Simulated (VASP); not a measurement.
Data:

```
Sn
1.0
   -1.88553     1.88553     1.88553
    1.88553    -1.88553     1.88553
    1.88553     1.88553    -1.88553
Sn
1
Direct
  0.00000   0.00000   0.00000
```

Calculation: r2SCAN meta-GGA, VASP's PBE PAW potentials (set 64) (plane waves; VASP). Numerical set-up: 400 eV cut-off, 15×15×15 Γ-centred mesh, tetrahedra with Blöchl corrections, potentials Sn_d.

Unless said otherwise, spin-orbit coupling is left out, though it shifts the bands of the heavy elements here.

Task: Tabulate the total density of states (states/eV per cell) against energy (eV; zero at the valence-band maximum or, without a gap, the Fermi level).

Result: 
(E (eV), DOS (states/eV)): (-9.98, 0.21); (-9.74, 0.22); (-9.50, 0.24); (-9.26, 0.25); (-9.02, 0.26); (-8.90, 0.27); (-8.66, 0.28); (-8.42, 0.30); (-8.18, 0.31); (-7.94, 0.33); (-7.70, 0.35); (-7.46, 0.37); (-7.22, 0.40); (-6.98, 0.45); (-6.74, 0.56); (-6.62, 0.55); (-6.38, 0.50); (-6.14, 0.48); (-5.90, 0.43); (-5.66, 0.39); (-5.42, 0.20); (-5.18, 0.12); (-4.94, 0.10); (-4.70, 0.09); (-4.46, 0.14); (-4.34, 0.18); (-4.10, 0.25); (-3.86, 0.30); (-3.62, 0.34); (-3.38, 0.42); (-3.14, 0.54); (-2.90, 0.62); (-2.66, 0.58); (-2.42, 0.47); (-2.18, 0.43); (-2.06, 0.43); (-1.82, 0.47); (-1.58, 0.47); (-1.34, 0.48); (-1.10, 0.51); (-0.86, 0.52); (-0.62, 0.56); (-0.38, 0.58); (-0.14, 0.57); (0.10, 0.55); (0.22, 0.55); (0.46, 0.56); (0.70, 0.55); (0.94, 0.54); (1.18, 0.55); (1.42, 0.56); (1.66, 0.56); (1.90, 0.55); (2.14, 0.55); (2.38, 0.56); (2.50, 0.58); (2.74, 0.58); (2.98, 0.57); (3.22, 0.58); (3.46, 0.60)
Within 2 eV below the Fermi level the largest weight inside VASP's projection spheres is Sn p, then Sn s.

The structure was generated: Sn was put into the bcc type (Im-3m), which need not be its known phase. It was relaxed first.
